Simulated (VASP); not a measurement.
Output of a VASP run:

OSZICAR:
```
...
DAV:   5    -0.306205794729E+02   -0.15375E-01   -0.15366E-01  1931   0.224E+00    0.964E+00
DAV:   6    -0.295344559127E+02    0.10861E+01   -0.29924E+00  2145   0.446E+01    0.730E+00
DAV:   7    -0.295302932563E+02    0.41627E-02   -0.24809E+00  1836   0.749E+00    0.263E+00
DAV:   8    -0.295174219087E+02    0.12871E-01   -0.14627E-01  2058   0.562E+00    0.724E-01
DAV:   9    -0.295144643989E+02    0.29575E-02   -0.36946E-02  2035   0.414E+00    0.229E-01
DAV:  10    -0.295141351847E+02    0.32921E-03   -0.57436E-03  1992   0.149E+00    0.128E-01
DAV:  11    -0.295141413488E+02   -0.61641E-05   -0.19873E-03  2180   0.619E-01    0.572E-02
DAV:  12    -0.295142242395E+02   -0.82891E-04   -0.70310E-04  1803   0.234E-01    0.278E-02
DAV:  13    -0.295142113911E+02    0.12848E-04   -0.78058E-05  2185   0.152E-01    0.138E-02
DAV:  14    -0.295142160516E+02   -0.46605E-05   -0.30351E-05  2009   0.710E-02    0.648E-03
DAV:  15    -0.295142162528E+02   -0.20122E-06   -0.63614E-06  1816   0.461E-02
   1 F= -.29514216E+02 E0= -.29514216E+02  d E =-.295142E+02
       N       E                     dE             d eps       ncg     rms          rms(c)
DAV:   1    -0.295148799848E+02   -0.66393E-03   -0.37060E-02  1768   0.128E+00    0.147E-01
DAV:   2    -0.295146260515E+02    0.25393E-03   -0.21469E-03  2044   0.647E-01    0.645E-02
DAV:   3    -0.295145584385E+02    0.67613E-04   -0.15080E-04  2158   0.105E-01    0.344E-02
DAV:   4    -0.295145366579E+02    0.21781E-04   -0.47256E-05  1956   0.624E-02    0.879E-03
DAV:   5    -0.295145367169E+02   -0.58998E-07   -0.12503E-05  1837   0.522E-02    0.452E-03
DAV:   6    -0.295145367693E+02   -0.52431E-07   -0.25774E-06  1359   0.244E-02
   2 F= -.29514537E+02 E0= -.29514537E+02  d E =-.320517E-03
       N       E                     dE             d eps       ncg     rms          rms(c)
DAV:   1    -0.295147075070E+02   -0.17079E-03   -0.11209E-02  1748   0.712E-01    0.816E-02
DAV:   2    -0.295146295494E+02    0.77958E-04   -0.65862E-04  2036   0.359E-01    0.354E-02
DAV:   3    -0.295146092397E+02    0.20310E-04   -0.46467E-05  2190   0.608E-02    0.190E-02
DAV:   4    -0.295146028631E+02    0.63766E-05   -0.14636E-05  1959   0.373E-02    0.498E-03
DAV:   5    -0.295146028805E+02   -0.17337E-07   -0.37231E-06  1590   0.298E-02
   3 F= -.29514603E+02 E0= -.29514603E+02  d E =-.386628E-03
       N       E                     dE             d eps       ncg     rms          rms(c)
DAV:   1    -0.295146194093E+02   -0.16546E-04   -0.13013E-03  1743   0.241E-01    0.277E-02
DAV:   2    -0.295146105398E+02    0.88695E-05   -0.72872E-05  2044   0.118E-01    0.121E-02
DAV:   3    -0.295146082200E+02    0.23199E-05   -0.51682E-06  1905   0.178E-02    0.639E-03
DAV:   4    -0.295146075842E+02    0.63575E-06   -0.16653E-06  1131   0.106E-02
   4 F= -.29514608E+02 E0= -.29514608E+02  d E =-.391331E-03
       N       E                     dE             d eps       ncg     rms          rms(c)
DAV:   1    -0.295148108784E+02   -0.20266E-03   -0.17641E-02  1899   0.934E-01    0.921E-02
DAV:   2    -0.295146992491E+02    0.11163E-03   -0.91586E-04  2007   0.441E-01    0.365E-02
DAV:   3    -0.295146820793E+02    0.17170E-04   -0.49873E-05  1946   0.491E-02    0.194E-02
DAV:   4    -0.295146747895E+02    0.72897E-05   -0.92002E-06  2023   0.269E-02    0.529E-03
DAV:   5    -0.295146744281E+02    0.36144E-06   -0.19496E-06  1366   0.277E-02
   5 F= -.29514674E+02 E0= -.29514674E+02  d E =-.668439E-04
```

OUTCAR:
```
------------------------ aborting loop because EDIFF is reached ----------------------------------------
  FORCE on cell =-STRESS in cart. coord.  units (eV):
  Direction    XX          YY          ZZ          XY          YZ          ZX
  --------------------------------------------------------------------------------------
  Total       -0.0105568     -0.0105568     -0.0105568      0.0077054     -0.0077054     -0.0077054
  in kB       -0.1006382     -0.1006382     -0.1006382      0.0734557     -0.0734557     -0.0734557
  external PRESSURE =      -0.1006382 kB  Pullay stress =       0.0000000 kB
  volume of cell :      168.07
      direct lattice vectors                 reciprocal lattice vectors
    -0.000000000  2.757434923  2.757434923    -0.181206483  0.181449401  0.181206483
     2.757434923 -0.000000000  2.757434923     0.181449401 -0.181206483  0.181206483
    11.044545545 11.044545545 -0.014805852     0.045240891  0.045240891 -0.045240891
 POSITION                                       TOTAL-FORCE (eV/Angst)
 -----------------------------------------------------------------------------------
     10.97582     10.97582      0.05392        -0.006127     -0.006127      0.006127
      2.75750      2.75750     -0.00007        -0.004109     -0.004109      0.004109
      8.33667      8.33667      5.45050         0.003008      0.003008     -0.003008
      1.35643      1.35643      1.40100         0.000834      0.000834     -0.000834
      4.17914      4.17914      1.33573         0.003366      0.003366     -0.003366
      7.00137      7.00137      1.27093        -0.000983     -0.000983      0.000983
      9.56781      9.56781      1.46193         0.003834      0.003834     -0.003834
      8.27944      8.27944     -0.00713         0.000177      0.000177     -0.000177
 -----------------------------------------------------------------------------------
    total drift:                                0.000343      0.000343     -0.000426
  FREE ENERGIE OF THE ION-ELECTRON SYSTEM (eV)
  ---------------------------------------------------
  free  energy   TOTEN  =       -29.5146744281 eV

  energy  without entropy=      -29.5146744281  energy(sigma->0) =      -29.51467443

 reached required accuracy - stopping structural energy minimisation
```
(Selected blocks of OUTCAR.)

POSCAR:
```
BeZn3Se4
1
    0.0000000000     2.7595893938     2.7595893938
    2.7595893938     0.0000000000     2.7595893938
   11.0404793132    11.0404793132    -0.0021217381
Zn Se Be
3 4 1
Direct
  0.0126416129   0.0126416129   0.9905187903
  0.0002332295   0.0002332295   0.2498250779
  0.9897640388   0.9897640388   0.5076769709
  0.2541136165   0.2541136165   0.0594147876
  0.2434077081   0.2434077081   0.3174442189
  0.2323860573   0.2323860573   0.5757104571
  0.2672380718   0.2672380718   0.7995714462
  0.0002156652   0.0002156652   0.7498382511
```

Task: Write an INCAR and KPOINTS that could have produced this output.

Result: Several could match; the one computed here: the input of the run itself, PBEsol GGA, plane waves, VASP's PBE PAW potentials (set 64).

### INCAR
```
SYSTEM = BeZn3Se4
PREC = Accurate
ENCUT = 400
EDIFF = 1E-6
NELM = 100
ALGO = Normal
LREAL = .FALSE.
LASPH = .TRUE.
ISMEAR = 0
SIGMA = 0.05
GGA = PS
LMAXMIX = 4
LWAVE = .FALSE.
LCHARG = .FALSE.
IBRION = 2
ISIF = 3
NSW = 60
EDIFFG = -0.02
```

### KPOINTS
```
Automatic mesh
0
gamma
 6 6 2
```

POTCAR, in this order: Zn Se Be (PBE.64 set). Program: vasp_std.

The structure was generated: BeZn3Se4 was put into an ordered model structure (R3m), which need not be its known phase. This run relaxes it. Symmetry was kept, so distortions that lower it aren't found. The start is the result of an earlier pass.
